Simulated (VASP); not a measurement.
An input for Quantum ESPRESSO's pw.x (written as the equivalent of a VASP run, and not itself run):

```
&CONTROL
  calculation = 'scf'
  pseudo_dir = './pseudo'
  outdir = './out'
  tprnfor = .true.
  tstress = .true.
/
&SYSTEM
  ibrav = 0
  nat = 12
  ntyp = 3
  ecutwfc = 84
  occupations = 'smearing'
  smearing = 'gaussian'
  degauss = 0.000735
  input_dft = 'pbe'
/
&ELECTRONS
  conv_thr = 7.3e-08
  electron_maxstep = 100
/
ATOMIC_SPECIES
  V 50.941 V.upf
  Bi 208.980 Bi.upf
  O 15.999 O.upf
CELL_PARAMETERS angstrom
    -2.5677140    2.5677140    5.8111350
     2.5677140   -2.5677140    5.8111350
     2.5677140    2.5677140   -5.8111350
ATOMIC_POSITIONS crystal
  V    0.5000000  0.5000000  0.0000000
  V    0.2500000  0.7500000  0.5000000
  Bi   0.0000000  0.0000000  0.0000000
  Bi   0.7500000  0.2500000  0.5000000
  O    0.1708500  0.5619000  0.8910100
  O    0.3119000  0.9208900  0.8910500
  O    0.6708900  0.2798400  0.1089900
  O    0.0298400  0.4208500  0.1089500
  O    0.5791500  0.6881000  0.6089900
  O    0.4381000  0.3291100  0.6089500
  O    0.0791100  0.9701600  0.3910100
  O    0.7201600  0.8291500  0.3910500
K_POINTS automatic
  6 6 6 1 1 1
```

Problem. Translate this input to VASP (INCAR, KPOINTS, POSCAR, choice of POTCAR).

Solution. Several could match; the one computed here: 
### INCAR
```
ALGO = Normal
EDIFF = 1E-6
ENCUT = 400
GGA = PE
ISIF = 2
ISMEAR = 0
LASPH = .True.
LCHARG = .False.
LMAXMIX = 4
LORBIT = 11
LREAL = .False.
LWAVE = .False.
NEDOS = 601
NELM = 100
PREC = Accurate
SIGMA = 0.01
SYSTEM = VBiO4
```

File POSCAR:
```
VBiO4
6.8524160
 -0.3747165963   0.3747165963   0.8480417710
  0.3747165963  -0.3747165963   0.8480417710
  0.3747165963   0.3747165963  -0.8480417710
V Bi O
2 2 8
Cart
  0.0000000000   0.0000000000   0.8480417710
  0.3747165963   0.0000000000   0.4240208855
  0.0000000000   0.0000000000   0.0000000000
  0.0000000000   0.3747165963   0.4240208855
  0.4804091595   0.1873433095  -0.1342110907
  0.5620898831   0.1056925632   0.2898097948
 -0.1056925632   0.1873732868   0.7138306803
  0.1873433095  -0.1056925632   0.2898097948
  0.2690240332   0.1873732868   0.5582319762
  0.1873433095   0.2690240332   0.1342110907
  0.4804091595  -0.1873732868   0.5582319762
  0.1873732868   0.1056925632   0.9822528616
```

KPOINTS:
```
Automatic mesh
0
Gamma
6 6 6
0.5 0.5 0.5
```

POTCAR, in this order: V_sv Bi_d O (PBE.64 set). Program: vasp_std.

Limits of the translation: the potentials are each code's own (VASP's PAW set, PseudoDojo norm-conserving files in pw.x), so ENCUT and ecutwfc are chosen apart and not converted; conv_thr bounds pw.x's estimated SCF error, while EDIFF bounds the energy change between steps.

The structure comes from a computed database's VBiO4 entry; how it stands against other phases isn't given here. The cell was not relaxed at this level. The run is one of a series of settings (NEDOS = 601, KPOINTS 6×6×6 Γ-centred mesh shifted by (0.5, 0.5, 0.5) against the base run), some of them coarse on purpose.
